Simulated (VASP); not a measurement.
Method: PBE GGA + U (Dudarev), VASP's PBE PAW potentials (set 64) (plane waves; VASP 6.6.1).

The input files of a VASP run:

KPOINTS:
```
Automatic mesh
0
Gamma
8 8 8
0 0 0
```

**POSCAR**
```
Ni3Fe
1
    3.5500000000     0.0000000000     0.0000000000
    0.0000000000     3.5500000000     0.0000000000
    0.0000000000     0.0000000000     3.5500000000
Fe Ni
1 3
Direct
  0.0000000000   0.0000000000   0.0000000000
  0.0000000000   0.5000000000   0.5000000000
  0.5000000000   0.0000000000   0.5000000000
  0.5000000000   0.5000000000   0.0000000000
```

INCAR:
```
ALGO = Normal
EDIFF = 1E-6
ENCUT = 400
GGA = PE
ISIF = 2
ISMEAR = 1
ISPIN = 2
LASPH = .True.
LCHARG = .False.
LDAU = .True.
LDAUJ = 0 0
LDAUL = 2 2
LDAUPRINT = 1
LDAUTYPE = 2
LDAUU = 6.0 6.0
LMAXMIX = 4
LORBIT = 10
LREAL = .False.
LWAVE = .False.
MAGMOM = 3.0 3*0.7
NELM = 100
PREC = Accurate
SIGMA = 0.1
SYSTEM = Ni3Fe
```

POTCAR, in this order: Fe Ni (PBE.64 set). Program: vasp_std.

What will the output report for the number of irreducible k-points (NKPTS), number of bands (NBANDS), largest plane-wave count, number of space-group operations, FFT grid (NGX, NGY, NGZ)?

```
Property                                       Value
--------------------------------------  ------------
number of irreducible k-points (NKPTS)            35
number of bands (NBANDS)                          26
largest plane-wave count                         840
number of space-group operations                  48
FFT grid (NGX, NGY, NGZ)                24 × 24 × 24
```

The compound is Ni3Fe in the L1_2 structure. The cell was not relaxed at this level. The run is one of a series of settings (LDAU = .TRUE., LDAUJ = 0 0, LDAUL = 2 2, LDAUTYPE = 2, LDAUU = 6.0 6.0 against the base run), some of them coarse on purpose.
